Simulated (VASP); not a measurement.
```
Na
1.0
   -2.13000     2.13000     2.13000
    2.13000    -2.13000     2.13000
    2.13000     2.13000    -2.13000
Na
1
Cartesian
  0.00000   0.00000   0.00000
```

Method: PBE GGA, VASP's PBE PAW potentials (set 64) (plane waves; VASP). Run with 300 eV cut-off, 9×9×9 Γ-centred mesh, Gaussian smearing of 0.10 eV, potentials Na_pv.

At this cut-off the stress carries a Pulay error, which pulls relaxed volumes low. Energy and stress use the plane-wave basis of the starting cell.

Task: The ions, cell shape and volume are relaxed. Predict the relaxed structure.

Result: 
```
Na
1.0
   -2.09618     2.09618     2.09618
    2.09618    -2.09618     2.09618
    2.09618     2.09618    -2.09618
Na
1
Direct
  0.00000   0.00000   0.00000
```
Space group Im-3m (229), at a tolerance of 0.03 Å.

Task: How do energy and volume change from the first to the last step?

Result: The energy (σ→0) changes by -2.3 meV/atom and the volume by -4.7 %, in 6 ionic steps.

The structure is a typed Na crystal. This run relaxes it. Symmetry was kept, so distortions that lower it aren't found. The run is one of a series of settings (EDIFFG = -0.01, IBRION = 2, ISIF = 3, NSW = 50 against the base run), some of them coarse on purpose.
